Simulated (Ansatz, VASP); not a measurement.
**Ge (Germanium): VASP beside Ansatz**

Wanted: the spread between two codes on one cell, functional and k mesh. The cell is taken from a series of runs on this material, whose earlier steps may have relaxed, scaled, displaced or heated it; both programs get it as it stands.

Program: Ansatz 0.2.0. Level of theory: plane waves, with VASP 6.6.1 beside it; relaxation of cell and atoms at PBE and zone-centre phonons at PBE. Results are calculated unless marked as measured.

## (1) Starting point

Symmetry: Fd-3m, No. 227, cubic system. The conventional cell has a = 5.761 Å, b = 5.761 Å, c = 5.761 Å, α = 90.00°, β = 90.00°, γ = 90.00°. Nearest to Ge lie 4 Ge at 2.49 Å.

## (2) Ansatz: relaxation of cell and atoms, PBE

Ansatz runs on its default PAW (the set named soft_2) files.

The relaxed volume is the usual yardstick between codes: in a stiff, nearly cubic crystal its relative difference is about their pressure difference at one cell divided by the bulk modulus.

input.yaml

```yaml
crystal:
  lattice:
    - [-2.8805362242, 0.0, 2.8805362242]
    - [0.0, 2.8805362242, 2.8805362242]
    - [-2.8805362242, 2.8805362242, 0.0]
  atoms:
    - { symbol: Ge, position: [0.5, 0.5, 0.5] }
    - { symbol: Ge, position: [0.25, 0.25, 0.25] }
kpoints:
  mp_grid: { grid: [16, 16, 16] }
hamiltonian:
  xc: pbe
scf:
  occupations: { method: methfessel_paxton, width: 0.15 }
output:
  forces: true
  stress: true
  eigenvalues: true
relax:
  adjacent_minimum: "off"
  f_tol: 0.001
  max_steps: 60
  cell: { stress_tol: 0.01 }
```

Launch:

```
$ ansatz run input.yaml --threads 4 --pin off --max-ram 17408MiB --backend cpu --events-out ev --progress --plain --runs-dir out
```

Numbers of over 12 decimals in the logs are rounded to 6 here.

The log of the run:

```text
Engine: ansatz 0.2.0, aarch64-unknown-linux-gnu
Pseudopotentials: kind: paw
Pseudopotential: Ge, paw, valence charge 14, recommended cutoff 420 eV (normal), Ge.paw.azcp
Functional definition: PBE
  parameter kappa = 0.804
  parameter beta = 0.066725
  exchange = pbe_x(kappa = kappa, mu = beta*pi^2/3)
  correlation = pbe_c(beta = beta)
Crystal: 2 atoms, lattice volume = 47.802 Å³
Basis set: ecut = 420 eV, 941 PW (Γ), exchange–correlation on 60×60×60 points (8 copies of the dense FFT grid, shifted against one another)
Bands: 18, of which v1, the nominal top of the filled ones, is band 14 counted from 1 (13 counted from 0)
Symmetry: 48 space group operations
Space group: Fd-3m (ITA 227), of the structure as read, at distance tolerance 3.6e-5 Å
k-points: 145 of 4096
Non-local potential: Ge, projectors of the file, l = 0: 2, l = 1: 2, l = 2: 3, l = 3: 1
PAW form: soft (Blöchl's): semilocal exchange-correlation on the pseudo side does not see the compensation charge
PAW one-centre angular grid: Ge, 590 points (default); XC on 64 Gauss nodes
Initial density: superposition of atomic densities (neutral atoms: chi_scale 0, normalization atom), corrected by the library's trained network
Initial wavefunctions: pseudopotential atomic-orbital guess
Functional: x = pbe(κ = 0.804, μ = 0.219515), c = pbe(β = 0.066725)
SCF iter   1: F=—  HF=-8589.968349 eV  |F-HF|=—  |Δ(HF+E_count)|=         —  Δρ=1.56e-3  dr2=1.51e-3  ethr=1.77e-3  ⟨swp⟩=5.2  Hψ=11973  notcnv=0
preconditioner: auto → Kerker (q_TF=auto, 2.496 Å⁻¹)  [metal: Δε(μ)=0.087 eV  Ē_g=23.223 eV  σ=0.150 eV  W_gap=0.42  n_scr=14 (ndim 8)  ℏωp=28.4 eV  f_vac=0.091  D(μ)=0.08/eV (n_scr^D=0)]
SCF iter   2: F=—  HF=-8589.967945 eV  |F-HF|=—  |Δ(HF+E_count)|=   4.04e-4  S|Δr|=    0.00e0  Δρ=1.19e-3  dr2=9.09e-4  ethr=5.41e-6  ⟨swp⟩=2.0  Hψ=5076  notcnv=0
SCF iter   3: F=—  HF=-8589.967973 eV  |F-HF|=—  |Δ(HF+E_count)|=   2.80e-5  S|Δr|=    0.00e0  Δρ=6.47e-4  dr2=3.77e-4  ethr=3.25e-6  ⟨swp⟩=2.0  Hψ=4642  notcnv=0
SCF iter   4: F=—  HF=-8589.968096 eV  |F-HF|=—  |Δ(HF+E_count)|=   1.24e-4  S|Δr|=    0.00e0  Δρ=3.40e-4  dr2=3.12e-5  ethr=1.35e-6  ⟨swp⟩=2.0  Hψ=3193  notcnv=0
SCF iter   5: F=—  HF=-8589.968114 eV  |F-HF|=—  |Δ(HF+E_count)|=   1.72e-5  S|Δr|=    0.00e0  Δρ=5.81e-5  dr2=1.98e-6  ethr=1.12e-7  ⟨swp⟩=2.0  Hψ=4645  notcnv=0
SCF iter   6: F=—  HF=-8589.968116 eV  |F-HF|=—  |Δ(HF+E_count)|=   2.64e-6  S|Δr|=    0.00e0  Δρ=3.15e-5  dr2=2.05e-7  ethr=7.08e-9  ⟨swp⟩=2.0  Hψ=4645  notcnv=0
SCF iter   7: F=-8589.968116 eV  HF=-8589.968116 eV  |F-HF|=4.24e-8  |Δ(HF+E_count)|=   1.06e-7  S|Δr|=    0.00e0  Δρ=1.06e-5  dr2=2.08e-8  ethr=3.57e-10  ⟨swp⟩=5.0  Hψ=11349  notcnv=0
SCF 1 converged in 7 iterations: F = -8589.968116 eV  dr2 = 2.08e-8
  greatest PAW one-centre occupation: 0.998 electrons in one spin orbital (limit 2), on the Ge atom at site 1 (counted from 0), in its partial waves of l = 2
relax step   1: F+E_penalty+E_count = -8589.96811626 eV  Δ(F+E_penalty+E_count) = +0.000e0 eV  max|allowed force component| = 4.626e-18 eV/Å  Δτ_max = 0.0000 Å  P = +0.002 GPa  Ω = 47.802 Å³  (7 SCF iters, dr2 threshold 1.00e-7 eV, accepted)
Initial density: handed on by an earlier stage of this run
Initial wavefunctions: pseudopotential atomic-orbital guess (no wavefunctions were taken with the density)
iter 1 solved again at ethr=1.91e-7 eV; its pass at ethr=3.10e-3 eV (dr2=5.33e-5 eV) is discarded
SCF iter   1: F=—  HF=-8589.968116 eV  |F-HF|=—  |Δ(HF+E_count)|=         —  Δρ=1.15e-5  dr2=2.42e-8  ethr=1.91e-7  ⟨swp⟩=2.5  Hψ=17757  notcnv=0
eigensolver tolerance schedule: the retry pair's looser diagonalisation over-reported the residual by 2203.03 of it (diagonalisation noise at 0.16 of the residual, at the tolerance the schedule requests for it); recorded, not acted on — ethr = c·dr2/N_el stays at c = 1.0e-1
preconditioner: auto → Kerker (q_TF=auto, 2.496 Å⁻¹)  [metal: Δε(μ)=0.086 eV  Ē_g=23.226 eV  σ=0.150 eV  W_gap=0.42  n_scr=14 (ndim 8)  ℏωp=28.4 eV  f_vac=0.078  D(μ)=0.08/eV (n_scr^D=0)]
SCF iter   2: F=—  HF=-8589.968116 eV  |F-HF|=—  |Δ(HF+E_count)|=   4.18e-8  S|Δr|=    0.00e0  Δρ=2.45e-6  dr2=1.59e-9  ethr=8.64e-11  ⟨swp⟩=2.2  Hψ=4905  notcnv=0
SCF iter   3: F=—  HF=-8589.968116 eV  |F-HF|=—  |Δ(HF+E_count)|=   1.31e-9  S|Δr|=    0.00e0  Δρ=2.01e-6  dr2=9.53e-10  ethr=5.68e-12  ⟨swp⟩=2.0  Hψ=4515  notcnv=0
SCF iter   4: F=—  HF=-8589.968116 eV  |F-HF|=—  |Δ(HF+E_count)|=   2.34e-9  S|Δr|=    0.00e0  Δρ=2.73e-7  dr2=2.94e-11  ethr=3.40e-12  ⟨swp⟩=2.0  Hψ=3192  notcnv=0
SCF iter   5: F=—  HF=-8589.968116 eV  |F-HF|=—  |Δ(HF+E_count)|=  1.87e-10  S|Δr|=    0.00e0  Δρ=9.16e-8  dr2=4.58e-12  ethr=1.05e-13 (applied; sched 1.00e-12)  ⟨swp⟩=2.0  Hψ=4645  notcnv=0
SCF iter   6: F=-8589.968116 eV  HF=-8589.968116 eV  |F-HF|=0.00e0  |Δ(HF+E_count)|=  1.46e-11  S|Δr|=    0.00e0  Δρ=2.63e-8  dr2=4.75e-13  ethr=1.00e-12  ⟨swp⟩=5.0  Hψ=9794  notcnv=0
SCF 2 converged in 6 iterations: F = -8589.968116 eV  dr2 = 4.75e-13
relax step   2: F+E_penalty+E_count = -8589.96811628 eV  Δ(F+E_penalty+E_count) = -2.932e-8 eV  max|allowed force component| = 9.252e-18 eV/Å  Δτ_max = 0.0000 Å  P = +0.003 GPa  Ω = 47.802 Å³  stress off target by 2.60e-3 GPa  SCF on the basis re-selected at this cell (its energy is not comparable with the rows above)  (6 SCF iters)
basis re-selected at this cell: Δ(F+E_penalty+E_count) = -2.932e-8 eV, ΔP = +0.000 GPa vs the last step (what re-selecting the basis moved, of the pressure what is left beyond the Pulay correction that the steps carried, after the strain that the cell walked since its last selection, with what the two solves' SCF thresholds leave and, on support functions, any second-order correction that the steps lacked; it is no m [...]
SCF converged after 6 iterations
Stability not checked: this state was not tested for a lower state beside it, because cold or Methfessel-Paxton smearing, or corrected tetrahedra, fill the levels in a way that the test cannot read (fill_not_monotonic; see scf.lower_state_search)
Free energy (F): -8589.968116 eV
Harris-Foulkes:  -8589.968116 eV  (|F-HF|=0.00e0)
Internal energy: -8589.968093 eV  (E = F + TS)
E sigma→0 (E₀):  -8589.968110 eV
Entropy (-TS):   -0.000024 eV (-0.012 meV/atom)
Fermi energy:    7.868421 eV
Step filling:    the computed levels leave a gap of 0.0000 eV = 0.0 smearing widths at the electron count; against every level under it full and every level over it empty, smearing changes F+E_penalty+E_count by +0.016 meV and its σ→0 estimate by +0.022 meV
--- Per-component energies (eV) ---
  E_band       = -315.525885
  E_kinetic    = 221.720957
  E_local      = -5018.300055  (includes V_loc(G=0)·N_el)
  E_nonlocal   = 836.364287
  E_hartree    = 2199.064923
  E_xc         = -150.588774
  E_vxc        = -128.460706  (∫ρ·V_xc dr)
  E_paw        = -4039.255502  (= ΣΔE_a)
  E_vpaw       = -624.981041  (= ΣTr[D̂ρ^β])
  E_aug_tail   = 0.000781  (compensation charges beyond the density's cutoff)
  E_ewald      = -2638.974710
  E_smearing   = -0.000024  (= −TS)
  E_closure    = 0.000000  (closes the sum)
  Σ components = -8589.968116   (vs F -8589.968116, Δ=0.00e0)
--- Forces (eV/Å), atoms counted from 1 ---
  atom   1  Ge     0.00000000     0.00000000    -0.00000000
  atom   2  Ge     0.00000000     0.00000000    -0.00000000
  max |Σ_I F_I| component: 3.70e-17 eV/Å
--- Stress (GPa, compression-positive) ---
        0.002603      -0.000000       0.000000
       -0.000000       0.002603       0.000000
        0.000000       0.000000       0.002603
  P = ⅓ Tr σ = 0.0026 GPa (0.026 kbar)
--- Band table (eV; the first three rows and the last of 145) ---
  k-point 0: bands = [... 10 lower, -4.4966, 7.4196, 7.8747, 7.8747, 7.8747, 10.3999, 10.3999, 10.3999]
  k-point 1: bands = [... 10 lower, -4.4512, 6.5606, 7.7840, 7.7840, 8.4444, 10.5218, 10.5218, 10.5762]
  k-point 2: bands = [... 10 lower, -4.3160, 5.4300, 7.5635, 7.5635, 8.6777, 10.8202, 10.8202, 11.2021]
  k-point 144: bands = [... 10 lower, -0.7320, -0.7320, 4.2230, 4.2230, 11.9784, 11.9784, 12.5522, 12.5522]
--- Relaxed structure (1 steps of the walk, 1 accepted, 1 SCFs on fresh bases) ---
  F+E_penalty+E_count = -8589.96811628 eV   max|allowed force component| = 9.252e-18 eV/Å   (the final SCF, on the basis selected at the relaxed cell)
  cell:  # Å, volume = 47.8024 Å³
    - [-2.8805362242, 0.0, 2.8805362242]
    - [0.0, 2.8805362242, 2.8805362242]
    - [-2.8805362242, 2.8805362242, 0.0]
  atoms:
    - { symbol: Ge, position: [0.5, 0.5, 0.5] }
    - { symbol: Ge, position: [0.25, 0.25, 0.25] }
```

In the SCF lines HF is the Harris–Foulkes energy and dr2 the Hartree energy of the density residual, in eV; the loop may stop once dr2 is under the threshold and the program's other checks hold. Hψ counts applications of the Hamiltonian.

## (3) VASP: relaxation of cell and atoms, PBE

The same cell, functional, mesh and smearing now go to VASP, with its own data sets.

Lines of VASP's logs that name or quote its potential files are left out, and so is its time.

INCAR

```
SYSTEM = Ge
PREC = Accurate
ENCUT = 500
EDIFF = 1E-07
NELM = 120
ISMEAR = 1
SIGMA = 0.15
LREAL = .FALSE.
ALGO = Normal
GGA = PE
NBANDS = 20
LORBIT = 11
LWAVE = .FALSE.
LCHARG = .FALSE.
ISIF = 3
IBRION = 2
NSW = 80
EDIFFG = -0.005
LASPH = .TRUE.
GGA_COMPAT = .FALSE.
NELMIN = 4
KPAR = 2
```

POSCAR

```
Ge
1.0
   -2.8805360000      0.0000000000      2.8805360000
    0.0000000000      2.8805360000      2.8805360000
   -2.8805360000      2.8805360000      0.0000000000
Ge
2
Direct
    0.5000000000      0.5000000000      0.5000000000
    0.2500000000      0.2500000000      0.2500000000
```

KPOINTS

```
Automatic mesh
0
Gamma
16 16 16
0 0 0
```

The projector-augmented-wave data sets are Ge_d (PBE family, release 64).

Launch:

```
$ mpirun -np 2 vasp_std
```

The log of the run:

```text
[banner, memory and clock lines left out]
running    2 mpi-ranks, on    1 nodes
 distrk:  each k-point on    1 cores,    2 groups
 distr:  one band on    1 cores,    1 groups

 POSCAR found type information on POSCAR Ge
 POSCAR found :  1 types and       2 ions
 LDA part: xc-table for (Slater+PW92), standard interpolation
 POSCAR, INCAR and KPOINTS ok, starting setup
 FFT: planning ... GRIDC
 FFT: planning ... GRID_SOFT
 FFT: planning ... GRID
 WAVECAR not read
 entering main loop
       N       E                     dE             d eps       ncg     rms          rms(c)
DAV:   1     0.183702564389E+03    0.18370E+03   -0.14700E+04  6228   0.368E+03
DAV:   2     0.168222191642E+02   -0.16688E+03   -0.16277E+03  5808   0.588E+02
DAV:   3    -0.826346831104E+01   -0.25086E+02   -0.24903E+02  6568   0.144E+02
DAV:   4    -0.909351863011E+01   -0.83005E+00   -0.82953E+00  6500   0.309E+01
DAV:   5    -0.910773237166E+01   -0.14214E-01   -0.14213E-01  6524   0.445E+00    0.297E+00
DAV:   6    -0.906019885827E+01    0.47534E-01   -0.19915E-02  6788   0.157E+00    0.176E+00
DAV:   7    -0.903484065475E+01    0.25358E-01   -0.42151E-02  6276   0.200E+00    0.142E-01
DAV:   8    -0.903642598404E+01   -0.15853E-02   -0.55505E-03  6428   0.983E-01    0.423E-02
DAV:   9    -0.903664396523E+01   -0.21798E-03   -0.26928E-04  6336   0.194E-01    0.134E-02
DAV:  10    -0.903666648294E+01   -0.22518E-04   -0.41805E-05  6724   0.675E-02    0.577E-03
DAV:  11    -0.903666892817E+01   -0.24452E-05   -0.62593E-06  6652   0.380E-02    0.168E-03
DAV:  12    -0.903666887411E+01    0.54058E-07   -0.24209E-07  5380   0.829E-03
   1 F= -.90366689E+01 E0= -.90366625E+01  d E =-.903667E+01
 curvature:   0.00 expect dE= 0.000E+00 dE for cont linesearch  0.000E+00
 trial: gam= 0.00000 g(F)=  0.493E-46 g(S)=  0.167E-03 ort = 0.000E+00 (trialstep = 0.100E+01)
 search vector abs. value=  0.167E-03
 bond charge predicted
       N       E                     dE             d eps       ncg     rms          rms(c)
DAV:   1    -0.904035682066E+01   -0.36879E-02   -0.49629E-02  7996   0.422E+00    0.359E-01
DAV:   2    -0.903759236009E+01    0.27645E-02   -0.36240E-03  7608   0.117E+00    0.178E-01
DAV:   3    -0.903672127430E+01    0.87109E-03   -0.13854E-03  7828   0.629E-01    0.427E-02
DAV:   4    -0.903666656993E+01    0.54704E-04   -0.16396E-04  7476   0.245E-01    0.931E-03
DAV:   5    -0.903666496409E+01    0.16058E-05   -0.10326E-05  6772   0.584E-02    0.636E-03
DAV:   6    -0.903666551025E+01   -0.54616E-06   -0.63249E-07  7252   0.136E-02    0.284E-04
DAV:   7    -0.903666561027E+01   -0.10003E-06   -0.45194E-08  3768   0.371E-03    0.324E-04
DAV:   8    -0.903666556124E+01    0.49036E-07   -0.22938E-08  3164   0.291E-03
   2 F= -.90366656E+01 E0= -.90366644E+01  d E =0.331288E-05
 trial-energy change:    0.000003  1 .order   -0.000023   -0.000167    0.000120
 step:   0.4437(harm=  0.5815)  dis= 0.00000  next Energy=    -9.036704 (dE=-0.347E-04)
 bond charge predicted
       N       E                     dE             d eps       ncg     rms          rms(c)
DAV:   1    -0.903783799299E+01   -0.11724E-02   -0.15474E-02  8000   0.238E+00    0.199E-01
DAV:   2    -0.903698902679E+01    0.84897E-03   -0.11137E-03  7596   0.642E-01    0.993E-02
DAV:   3    -0.903671714620E+01    0.27188E-03   -0.43429E-04  7820   0.352E-01    0.235E-02
DAV:   4    -0.903669448273E+01    0.22663E-04   -0.51236E-05  7400   0.137E-01    0.518E-03
DAV:   5    -0.903669436306E+01    0.11967E-06   -0.32853E-06  7052   0.329E-02    0.359E-03
DAV:   6    -0.903669408672E+01    0.27635E-06   -0.19209E-07  4656   0.795E-03    0.135E-04
DAV:   7    -0.903669404665E+01    0.40062E-07   -0.24431E-08  3232   0.196E-03
   3 F= -.90366940E+01 E0= -.90366900E+01  d E =-.251725E-04
 curvature:  -0.26 expect dE=-0.124E-06 dE for cont linesearch -0.124E-06
 trial: gam= 0.00000 g(F)=  0.162E-47 g(S)=  0.479E-06 ort =-0.893E-05 (trialstep = 0.889E+00)
 search vector abs. value=  0.479E-06
 reached required accuracy - stopping structural energy minimisation
```

Parts of OUTCAR (step 3):

```text
ion  position               nearest neighbor table
   1  0.500  0.500  0.500-   2 2.49   2 2.49   2 2.49   2 2.49
   2  0.250  0.250  0.250-   1 2.49   1 2.49   1 2.49   1 2.49

  LATTYP: Found a face centered cubic cell.
 ALAT       =     5.7610720000

 Subroutine GETGRP returns: Found 48 space group operations
 (whereof 24 operations were pure point group operations)

The static configuration has the point symmetry T_d .
 The point group associated with its full space group is O_h .

 Found    145 irreducible k-points:

   k-points           NKPTS =    145   k-points in BZ     NKDIM =    145   number of bands    NBANDS=     20

   dimension x,y,z NGX =    30 NGY =   30 NGZ =   30
   dimension x,y,z NGXF=    60 NGYF=   60 NGZF=   60

   ENCUT  =  500.0 eV  36.75 Ry    6.06 a.u.   7.43  7.43  7.43*2*pi/ulx,y,z

   NELECT =      28.0000    total number of electrons

 k-points in reciprocal lattice and weights: Automatic mesh
   0.00000000  0.00000000  0.00000000       0.000
   0.06250000  0.00000000  0.00000000       0.002
   0.12500000  0.00000000  0.00000000       0.002
   0.18750000  0.00000000  0.00000000       0.002
   0.25000000  0.00000000  0.00000000       0.002
   0.31250000  0.00000000  0.00000000       0.002
   0.37500000  0.00000000  0.00000000       0.002
   0.43750000  0.00000000  0.00000000       0.002
   0.50000000  0.00000000  0.00000000       0.001
[...]
-0.31250000  0.50000000  0.18750000       0.003
  -0.25000000  0.50000000  0.25000000       0.001

 average (electrostatic) potential at core
       1 -74.8035       2 -74.8035

 E-fermi :   4.4879

 k-point     1 :       0.0000    0.0000    0.0000
  band No.  band energies     occupation
    ...
     11      -7.8894      2.00000
     12       4.0530      2.00032
     13       4.4915      0.95920
     14       4.4915      0.95920
     15       4.4915      0.95918
     16       7.0219     -0.00000
     17       7.0219     -0.00000
     18       7.0219     -0.00000
     19      10.7913      0.00000
     20      13.8346      0.00000

 k-point     2 :       0.0625    0.0000    0.0000
  band No.  band energies     occupation
    ...
     10     -20.0277      2.00000
     11      -7.8440      2.00000
     12       3.1849      2.00000
     13       4.4006      1.82363
     14       4.4006      1.82362
     15       5.0696     -0.00000
     16       7.1441     -0.00000
     17       7.1441     -0.00000
     18       7.1988     -0.00000
     19      11.0431      0.00000
    ...

 k-point     3 :       0.1250    0.0000    0.0000
  band No.  band energies     occupation
    ...
     10     -20.0219      2.00000
     11      -7.7087      2.00000
     12       2.0506      2.00000
     13       4.1797      2.01336
     14       4.1797      2.01336
     15       5.3035     -0.00000
     16       7.4431     -0.00000
     17       7.4431     -0.00000
     18       7.8271      0.00000
     19      11.6813      0.00000
    ...

  Total        0.0025719      0.0025719      0.0025719     -0.0000000      0.0000000      0.0000000
  in kB        0.0863330      0.0863330      0.0863330     -0.0000000      0.0000000      0.0000000
  external PRESSURE =       0.0863330 kB  Pullay stress =       0.0000000 kB

  energy-cutoff  :      500.00
  volume of cell :       47.73
      direct lattice vectors                 reciprocal lattice vectors
    -2.879056030 -0.000000000  2.879056030    -0.173668034 -0.173668034  0.173668034
    -0.000000000  2.879056030  2.879056030     0.173668034  0.173668034  0.173668034
    -2.879056030  2.879056030  0.000000000    -0.173668034  0.173668034 -0.173668034

 POSITION                                       TOTAL-FORCE (eV/Angst)
 -----------------------------------------------------------------------------------
     -2.87906      2.87906      2.87906        -0.000000     -0.000000     -0.000000
     -1.43953      1.43953      1.43953         0.000000      0.000000      0.000000
 -----------------------------------------------------------------------------------
    total drift:                               -0.000000      0.000000      0.000000

  FREE ENERGIE OF THE ION-ELECTRON SYSTEM (eV)
  ---------------------------------------------------
  free  energy   TOTEN  =        -9.0366940467 eV

  energy  without entropy=       -9.0366817800  energy(sigma->0) =       -9.03668996

 reached required accuracy - stopping structural energy minimisation

 total charge
# of ion       s       p       d       tot
------------------------------------------
    1        1.136   1.210  10.016  12.362
    2        1.136   1.210  10.016  12.362
--------------------------------------------------
tot          2.272   2.419  20.032  24.723

[... 3 further parts left out ...]
```

CONTCAR:

```
Ge
   1.00000000000000
    -2.8790560304954038   -0.0000000000000000    2.8790560304954038
    -0.0000000000000000    2.8790560304954038    2.8790560304954038
    -2.8790560304954038    2.8790560304954038    0.0000000000000000
  Ge
     2
Direct
     0.5000000000000000    0.5000000000000000    0.5000000000000000
     0.2500000000000000    0.2500000000000000    0.2500000000000000
```

## (4) Side by side

Known differences besides the potentials themselves: the cutoff is 420 eV in Ansatz and 500 eV in VASP; Ansatz adds a Pulay correction to the stress that steers its cell, VASP none. Total energies have different zeros and are not compared.

Compared:

| quantity | Ansatz | VASP | difference |
| --- | --- | --- | --- |
| volume (Å³) | 47.80 | 47.73 | +0.15 % |
| edge a after relaxation, in the typed setting (Å) | 4.074 | 4.072 | +0.05 % |

(Continued in part 2 of 2.)

[Lines on the potential files, build, host, timing and source positions are cut from VASP's logs without a mark.]

[Logs are printed without paths, hosts, clocks, repeated set-up lines and the standing remarks that a program may print on its own settings, such as how far it seeks lower states.]

[Hosts, paths, dates, database ids (printed as entryN), source tags and the programs' standing remarks are cut or masked in the printed files.]
